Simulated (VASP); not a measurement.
Computed with PBEsol GGA, VASP's PBE PAW potentials (set 64) (plane waves; VASP).

Input for VASP

**KPOINTS**
```
Automatic mesh
0
Gamma
10 10 10
0 0 0
```

### INCAR
```
ALGO  =  Normal
EDIFF  =  1E-6
EDIFFG  =  -0.01
ENCUT  =  400
GGA  =  PS
IBRION  =  2
ISIF  =  3
ISMEAR  =  1
ISPIN  =  2
LASPH  =  T
LCHARG  =  F
LMAXMIX  =  4
LORBIT  =  10
LREAL  =  F
LWAVE  =  F
MAGMOM  =  2.0 0.0
NELM  =  100
NSW  =  60
PREC  =  Accurate
SIGMA  =  0.1
SYSTEM  =  VAl
```

POSCAR:
```
VAl
1.0
  0.0000000000   2.9592000000   2.9592000000
  2.9592000000   0.0000000000   2.9592000000
  2.9592000000   2.9592000000   0.0000000000
V Al
1 1
Cartesian
  0.0000000000   0.0000000000   0.0000000000
  2.9592000000   2.9592000000   2.9592000000
```

POTCAR, in this order: V_sv Al (PBE.64 set). Program: vasp_std.

Energy and stress use the plane-wave basis of the starting cell.

### Question
Estimate the energy per atom (σ→0), cell moment, volume per atom, band gap (on the k-mesh).

### Answer

```json
{
  "energy per atom (σ→0)": "-6.339 eV/atom",
  "cell_moment": "0.00 μB",
  "band gap (on the k-mesh)": "none (metal, semimetal or under 0.01 eV)",
  "volume_per_atom": "15.64 Å³/atom"
}
```

**OSZICAR**
```
...
       N       E                     dE             d eps       ncg     rms          rms(c)
DAV:   1    -0.126829723676E+02   -0.51014E-02   -0.66753E-02  2564   0.396E+00    0.731E-01
DAV:   2    -0.126808825169E+02    0.20899E-02   -0.44371E-02  2584   0.273E+00    0.530E-01
DAV:   3    -0.126780496441E+02    0.28329E-02   -0.80340E-03  2564   0.116E+00    0.625E-02
DAV:   4    -0.126779902891E+02    0.59355E-04   -0.23155E-04  2534   0.119E-01    0.144E-02
DAV:   5    -0.126779877904E+02    0.24987E-05   -0.11458E-05  2814   0.419E-02    0.101E-02
DAV:   6    -0.126779875554E+02    0.23501E-06   -0.86844E-07  1392   0.135E-02
  16 F= -.12677988E+02 E0= -.12678124E+02  d E =-.878384E-03  mag=    -0.0000
```

The structure was generated: VAl was put into the rock salt type (Fm-3m), which need not be its known phase. This run relaxes it. Symmetry was kept, so distortions that lower it aren't found.
